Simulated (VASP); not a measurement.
Given:

```
CELL_PARAMETERS angstrom
      2.98257    -2.98258     0.00038
      2.98257     2.98258     0.00038
     -1.26331     0.00000    16.51712
ATOMIC_POSITIONS crystal
  Pb 0.23231 0.23231 0.91379
  Pb 0.76769 0.76769 0.08621
  S  0.73408 0.73408 0.92513
  S  0.26592 0.26592 0.07487
```

All values below come from r2SCAN meta-GGA, VASP's PBE PAW potentials (set 64) (plane waves; VASP 6.6.1). Settings: 400 eV cut-off, 6×6×2 Γ-centred mesh, tetrahedra with Blöchl corrections, potentials Pb_d S.

The cell holds a wide vacuum, so values per volume refer to the whole cell. The cores are frozen, which limits the accuracy of field gradients.

**Question.** Give the principal components of the electric field gradient (V/Å²) and the asymmetry η at each nucleus.

**Answer.** 
```json
[
 {"atom": "Pb1", "Vxx": "147.8", "Vyy": "147.7", "Vzz": "-295.6", "η": "0.00"},
 {"atom": "Pb2", "Vxx": "147.8", "Vyy": "147.7", "Vzz": "-295.6", "η": "0.00"},
 {"atom": "S3", "Vxx": "-2.3", "Vyy": "-2.3", "Vzz": "4.6", "η": "0.00"},
 {"atom": "S4", "Vxx": "-2.3", "Vyy": "-2.3", "Vzz": "4.6", "η": "0.00"}
]
```

The cell is a sheet with vacuum, built from a database entry that may be metastable or hypothetical.
